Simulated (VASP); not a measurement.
Here is the system:

```yaml
crystal:
  lattice:
    - [3.66591, 0.00000, 0.00000]
    - [-1.83295, 3.17477, 0.00000]
    - [0.00000, 0.00000, 5.99764]
  atoms:
    - { symbol: Y, position: [0.66160, 0.33297, 0.77980] }
    - { symbol: Y, position: [0.33394, 0.66382, 0.22828] }
    - { symbol: H, position: [0.66630, 0.33748, 0.38631] }
    - { symbol: H, position: [0.33193, 0.66119, 0.60600] }
    - { symbol: C, position: [0.00622, 0.00453, 0.99961] }
```

Level of theory: PBEsol GGA, VASP's PBE PAW potentials (set 64) (plane waves; VASP). Settings: 400 eV cut-off, 8×8×4 Γ-centred mesh, Fermi-Dirac smearing of 0.10 eV, potentials Y_sv H C.

At this cut-off the stress carries a Pulay error, which pulls relaxed volumes low.

### Question
Which forces act on the atoms, in eV/Å?

### Answer

```csv
atom,Fx,Fy,Fz
Y1,0.130,-0.003,-0.205
Y2,-0.069,0.070,-0.120
H3,0.041,-0.050,0.062
H4,-0.028,0.049,0.150
C5,-0.073,-0.066,0.113
```

### Question
Give the stress tensor in GPa (positive for a compressed cell).

### Answer

```
-3.43  -0.13  -0.19
-0.13  -3.86  -0.09
-0.19  -0.09  -2.96
```
The pressure is its mean diagonal, -3.42 GPa.

The structure comes from a computed database's Y2H2C entry; how it stands against other phases isn't given here. The cell was not relaxed at this level, atoms are displaced from their ideal sites.
